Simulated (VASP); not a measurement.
Input:

```xyz
72
Lattice="9.6498 0.0000 0.0000 0.0000 9.6498 0.0000 0.0000 0.0000 9.7143" Properties=species:S:1:pos:R:3 pbc="T T T"
Sn     0.0000     0.0000     0.0000
Sn     2.4125     2.4125     1.6191
Sn     0.0000     0.0000     3.2381
Sn     2.4125     2.4125     4.8572
Sn     0.0000     0.0000     6.4762
Sn     2.4125     2.4125     8.0953
Sn     0.0000     4.8249     0.0000
Sn     2.4125     7.2374     1.6191
Sn     0.0000     4.8249     3.2381
Sn     2.3735     7.2001     4.8410
Sn     0.0000     4.8249     6.4762
Sn     2.4125     7.2374     8.0953
Sn     4.8249     0.0000     0.0000
Sn     7.2374     2.4125     1.6191
Sn     4.8249     0.0000     3.2381
Sn     7.2374     2.4125     4.8572
Sn     4.8249     0.0000     6.4762
Sn     7.2374     2.4125     8.0953
Sn     4.8249     4.8249     0.0000
Sn     7.2374     7.2374     1.6191
Sn     4.8726     4.8225     3.2540
Sn     7.2374     7.2374     4.8572
Sn     4.8538     4.8443     6.4380
Sn     7.2374     7.2374     8.0953
O      1.4812     1.4812     0.0000
O      3.8937     0.9312     1.6191
O      0.9312     3.8937     1.6191
O      3.3437     3.3437     0.0000
O      1.4812     1.4812     3.2381
O      3.8937     0.9312     4.8572
O      0.9312     3.8937     4.8572
O      3.3577     3.2962     3.2163
O      1.4812     1.4812     6.4762
O      3.8937     0.9312     8.0953
O      0.9312     3.8937     8.0953
O      3.2939     3.3744     6.4766
O      1.4812     6.3062     0.0000
O      3.9173     5.8028     1.6222
O      0.9312     8.7186     1.6191
O      3.3437     8.1686     0.0000
O      1.4435     6.3268     3.2468
O      0.9312     8.7186     4.8572
O      3.3123     8.1916     3.2853
O      1.4965     6.3058     6.4354
O      3.8443     5.7592     8.0957
O      0.9312     8.7186     8.0953
O      3.3440     8.1442     6.4675
O      6.3062     1.4812     0.0000
O      8.7186     0.9312     1.6191
O      5.7561     3.8937     1.6191
O      8.1686     3.3437     0.0000
O      6.3062     1.4812     3.2381
O      8.7186     0.9312     4.8572
O      5.8040     3.8855     4.8972
O      8.1686     3.3437     3.2381
O      6.3062     1.4812     6.4762
O      8.7186     0.9312     8.0953
O      5.7561     3.8937     8.0953
O      8.1686     3.3437     6.4762
O      6.3062     6.3062     0.0000
O      8.7186     5.7561     1.6191
O      5.7561     8.7186     1.6191
O      8.1686     8.1686     0.0000
O      6.3032     6.3124     3.1955
O      8.7186     5.7561     4.8572
O      5.7561     8.7186     4.8572
O      8.1686     8.1686     3.2381
O      6.2765     6.2969     6.5025
O      8.7186     5.7561     8.0953
O      5.7561     8.7186     8.0953
O      8.1686     8.1686     6.4762
F      3.8723     5.7597     4.8885
```

Computed with PBE GGA, VASP's PBE PAW potentials (set 64) (plane waves; VASP). Run with PREC = Normal, LREAL = Auto, ISYM = 0, EDIFF = 1E-5, 400 eV cut-off, 1×1×1 Γ-centred mesh, Gaussian smearing of 0.050 eV, potentials Sn O F. Starting moments (MAGMOM): 72*0.0139. The cell's moment is fixed (NUPDOWN = 1).

The supercell is sampled at Γ alone, which is coarse: total energies, pressure and levels can be off, energies of defects by several tenths of an eV.

### Question
The ions are relaxed. Give the cell that the relaxation ends in.

### Answer

```xyz
72
Lattice="9.6498 0.0000 0.0000 0.0000 9.6498 0.0000 0.0000 0.0000 9.7143" Properties=species:S:1:pos:R:3 pbc="T T T"
Sn     0.0244     9.6256     9.7138
Sn     2.4094     2.4154     1.6176
Sn     9.6225     0.0274     3.2252
Sn     2.4084     2.4100     4.8573
Sn     9.6211     0.0291     6.4886
Sn     2.4104     2.4154     8.0968
Sn     9.6486     4.8272     9.7142
Sn     2.4165     7.2323     1.6253
Sn     9.6461     4.8226     3.2395
Sn     2.3041     7.3448     4.8569
Sn     9.6476     4.8207     6.4746
Sn     2.4151     7.2330     8.0891
Sn     4.8212     9.6497     0.0001
Sn     7.2567     2.3922     1.6078
Sn     4.8259     0.0024     3.2395
Sn     7.2358     2.4125     4.8574
Sn     4.8273     0.0007     6.4748
Sn     7.2557     2.3925     8.1067
Sn     4.8115     4.8387     0.0009
Sn     7.2340     7.2402     1.6180
Sn     4.9019     4.7477     3.1638
Sn     7.2399     7.2423     4.8574
Sn     4.8993     4.7509     6.5521
Sn     7.2350     7.2402     8.0966
O      1.4785     1.4746     9.7138
O      3.8820     0.9331     1.6237
O      0.9406     3.8990     1.6241
O      3.3469     3.3534     0.0004
O      1.4767     1.4857     3.2370
O      3.8840     0.9351     4.8580
O      0.9327     3.8873     4.8560
O      3.3548     3.3756     3.2501
O      1.4764     1.4862     6.4777
O      3.8839     0.9342     8.0899
O      0.9395     3.8972     8.0909
O      3.3523     3.3793     6.4641
O      1.4900     6.2945     9.7141
O      3.9001     5.7489     1.6427
O      0.9413     8.7096     1.6373
O      3.3533     8.1581     0.0000
O      1.4976     6.2942     3.2642
O      0.8795     8.7691     4.8578
O      3.3546     8.1513     3.2644
O      1.4981     6.2932     6.4500
O      3.8990     5.7501     8.0741
O      0.9400     8.7092     8.0757
O      3.3567     8.1485     6.4504
O      6.3127     1.4569     0.0003
O      8.7205     0.9284     1.6044
O      5.7870     3.8646     1.5663
O      8.1924     3.3353     9.7141
O      6.2865     1.5011     3.2372
O      8.6993     0.9495     4.8562
O      5.7316     3.9185     4.8591
O      8.1488     3.3609     3.2376
O      6.2875     1.4999     6.4772
O      8.7197     0.9290     8.1100
O      5.7845     3.8643     8.1476
O      8.1497     3.3595     6.4773
O      6.2958     6.3033     0.0000
O      8.7132     5.7645     1.6236
O      5.7500     8.7088     1.6245
O      8.1756     8.1718     0.0002
O      6.2723     6.2961     3.2507
O      8.7122     5.7637     4.8579
O      5.7621     8.7174     4.8561
O      8.1642     8.1724     3.2368
O      6.2684     6.2999     6.4641
O      8.7143     5.7647     8.0896
O      5.7512     8.7093     8.0911
O      8.1634     8.1732     6.4778
F      3.8699     5.7741     4.8555
``` The cell ends with 1.00 μB, on the first 30 sites 0.03 0.03 0.03 0.03 0.03 0.03 0.03 0.03 0.03 0.03 0.03 0.03 0.03 0.02 0.03 0.03 0.03 0.02 0.03 0.03 0.03 0.03 0.03 0.03 0.01 0.01 0.01 0.01 0.01 0.01 μB.

### Question
How much energy does the relaxation gain?

### Answer
The energy (σ→0) changes by -16.6 meV/atom, in 18 ionic steps.

The cell is a supercell with a defect, built from SnO2 (rutile): F_O.
